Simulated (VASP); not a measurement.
Given:

```yaml
crystal:
  lattice:
    - [3.42078, 0.00000, 0.00000]
    - [0.00000, 3.42078, 0.00000]
    - [0.00000, 0.00000, 3.42078]
  atoms:
    - { symbol: Si, position: [0.00000, 0.00000, 0.00000] }
    - { symbol: Ni, position: [0.00000, 0.50000, 0.50000] }
    - { symbol: Ni, position: [0.50000, 0.00000, 0.50000] }
    - { symbol: Ni, position: [0.50000, 0.50000, 0.00000] }
```

The numbers are results of revTPSS meta-GGA, VASP's PBE PAW potentials (set 64) (plane waves; VASP), not measurements. Numerical set-up: 520 eV cut-off, 9×9×9 Γ-centred mesh, first-order Methfessel-Paxton smearing of 0.10 eV, potentials Si Ni.

**Question.** Estimate the energy per atom (σ→0), pressure, band gap (on the k-mesh) with the smallest direct gap where there is one.

**Answer.** 
The band gap (on the k-mesh) comes out as none (metal, semimetal or under 0.01 eV) and the energy per atom (σ→0) is -3.508 eV/atom. The pressure is 8.05 GPa.

Total energies compare only between runs with the same potentials, cut-off and functional.

The compound is Ni3Si in the L1_2 structure. This cell is one point of a volume scan, at 0.97 of the reference volume. The run is not spin-polarised, so no magnetic state was tried.
